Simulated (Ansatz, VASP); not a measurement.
**Two plane-wave programs on Al3Pd**

```
Al Pd
1.0
     2.94197    0.00000    0.00000
    -1.47098    2.54782    0.00000
     0.00000    0.00000    9.22039
Al Pd
3 1
Direct
  0.66667 0.33333 0.00000
  0.66667 0.33333 0.71513
  0.66667 0.33333 0.28487
  0.00000 0.00000 0.50000
```

Alike in both runs: functional PBE; k mesh 6 × 6 × 2; occupations gaussian, width 0.1 eV; no spin polarisation.

Ansatz relaxed the structure, and its values are those at the end. VASP's run is a single point on that final structure, the one shown.

```csv
,VASP,Ansatz
version,VASP 6.6.1,Ansatz 0.2.0
potentials or method,"VASP PAW PBE potentials, release 64 (Al, Pd)","scalar-relativistic, plane waves, PAW"
plane-wave cutoff (eV),520,420
valence electrons in the cell,19,27
```

|  | VASP | Ansatz | Ansatz less VASP |
| --- | --- | --- | --- |
| gap on the k mesh at the Fermi level (eV) | none | none | - |
| pressure (GPa) | -0.1 | -0.1 | +0.03 |
| rms of the force components (eV/Å) | 0.004 | 0.002 | -0.0013 |

A gap of «none» marks a metal or a gap that the smearing closes. The two sets of potentials don't hold the same shells in valence.

Caveats: the k mesh is coarse (spacing up to 0.41 Å⁻¹), so the values aren't converged.
